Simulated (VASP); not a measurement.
Level of theory: PBEsol GGA, VASP's PBE PAW potentials (set 64) (plane waves; VASP).

The input files of a VASP run:

### KPOINTS
```
k-points along high-symmetry lines
8
Line-mode
Reciprocal
  0.000000   0.000000   0.000000 ! GAMMA
 -0.500000  -0.500000   0.000000 ! Y

 -0.500000  -0.500000   0.000000 ! Y
 -0.625000  -0.375000   0.000000 ! C_0

 -0.375000   0.375000   0.000000 ! SIGMA_0
  0.000000   0.000000   0.000000 ! GAMMA

  0.000000   0.000000   0.000000 ! GAMMA
  0.500000   0.500000   0.500000 ! Z

  0.500000   0.500000   0.500000 ! Z
  0.125000   0.875000   0.500000 ! A_0

 -0.125000   0.125000   0.500000 ! E_0
  0.000000   0.000000   0.500000 ! T

  0.000000   0.000000   0.500000 ! T
 -0.500000  -0.500000   0.000000 ! Y

  0.000000   0.000000   0.000000 ! GAMMA
 -0.500000   0.000000   0.000000 ! S

 -0.500000   0.000000   0.000000 ! S
  0.000000   0.500000   0.500000 ! R

  0.000000   0.500000   0.500000 ! R
  0.500000   0.500000   0.500000 ! Z

  0.500000   0.500000   0.500000 ! Z
  0.000000   0.000000   0.500000 ! T
```

INCAR:
```
SYSTEM = Ir3Pd
PREC = Accurate
ENCUT = 400
EDIFF = 1E-7
NELM = 100
ALGO = Normal
LREAL = .FALSE.
LASPH = .TRUE.
ISMEAR = 0
SIGMA = 0.05
GGA = PS
LMAXMIX = 6
LWAVE = .FALSE.
LCHARG = .FALSE.
LORBIT = 11
ICHARG = 11
```

### POSCAR
```
Ir3Pd
3.8411630
  0.0023675895   0.9999999485   0.9979465860
  0.9999999485   0.0023675895   0.9979465860
  0.5011837690   0.5011837690   0.0000000000
Pd Ir
1 3
Cartesian
  0.0000000000   0.0000000000   0.0000000000
  0.4999999743   0.0011837948   0.4989732930
  0.0011837948   0.4999999743   0.4989732930
  0.5011837690   0.5011837690   0.9979465860
```

POTCAR, in this order: Pd Ir (PBE.64 set). Program: vasp_std. Read from the step before: CHGCAR.

Output

File OSZICAR:
```
       N       E                     dE             d eps       ncg     rms          rms(c)
DAV:   1     0.304284306821E+03    0.30428E+03   -0.14461E+04  3872   0.133E+03
DAV:   2    -0.136929772135E+02   -0.31798E+03   -0.30820E+03  4064   0.430E+02
DAV:   3    -0.321058826592E+02   -0.18413E+02   -0.17272E+02  5498   0.965E+01
DAV:   4    -0.327712660911E+02   -0.66538E+00   -0.64281E+00  4720   0.183E+01
DAV:   5    -0.327955107258E+02   -0.24245E-01   -0.24157E-01  4750   0.301E+00
DAV:   6    -0.327963083704E+02   -0.79764E-03   -0.79749E-03  5228   0.531E-01
DAV:   7    -0.327963391285E+02   -0.30758E-04   -0.30757E-04  5178   0.683E-02
DAV:   8    -0.327963400680E+02   -0.93956E-06   -0.93947E-06  4676   0.108E-02
DAV:   9    -0.327963401135E+02   -0.45425E-07   -0.45222E-07  3108   0.168E-03
   1 F= -.32796340E+02 E0= -.32791519E+02  d E =-.964261E-02
```

OUTCAR:
```
 val. band max:       10.5093545354   @ k =  -0.2143   0.0000   0.0000

 cond. band min:      10.5125194390   @ k =  -0.0893   0.0893   0.5000



 k-point     1 :       0.0000    0.0000    0.0000
  band No.  band energies     occupation
      1      -0.1390      2.00000
      2       2.6459      2.00000
      3       2.7086      2.00000
      4       3.0666      2.00000
      5       3.4644      2.00000
      6       6.3790      2.00000
      7       6.3897      2.00000
      8       6.4044      2.00000
      9       6.5146      2.00000
     10       6.5210      2.00000
     11       6.5676      2.00000
     12       6.6429      2.00000
     13       8.8204      2.00000
     14       8.9174      2.00000
     15       9.8469      2.00000
     16       9.9110      2.00000
     17      10.4928      1.37310
     18      10.6474      0.00010
     19      10.7794      0.00000
     20      10.9023      0.00000
     21      11.4309      0.00000
     22      11.7394      0.00000

 k-point     2 :      -0.0714   -0.0714    0.0000
  band No.  band energies     occupation
      1      -0.0661      2.00000
      2       2.6918      2.00000
      3       2.7453      2.00000
      4       3.1093      2.00000
      5       3.4978      2.00000
      6       6.3756      2.00000
      7       6.4164      2.00000
      8       6.4268      2.00000
      9       6.5149      2.00000
     10       6.5319      2.00000
     11       6.5635      2.00000
     12       6.6309      2.00000
     13       8.8375      2.00000
     14       8.8427      2.00000
     15       9.4536      2.00000
     16       9.4615      2.00000
     17      10.4232      1.98593
     18      10.7490      0.00000
     19      10.9868      0.00000
     20      11.0923      0.00000
     21      11.3701      0.00000
     22      11.6699      0.00000

 k-point     3 :      -0.1429   -0.1429    0.0000
  band No.  band energies     occupation
      1       0.1498      2.00000
      2       2.8280      2.00000
...
```

The density is held fixed in this step, so its total energy and stress have no physical meaning. Unless said otherwise, spin-orbit coupling is left out, though it shifts the bands of the heavy elements here.

The structure was generated: Ir3Pd was put into an ordered model structure (Cmmm), which need not be its known phase. It was relaxed first. The electron count is odd and the run is not spin-polarised, which forces a metal. VASP warned that the highest band is occupied, so more bands are needed.
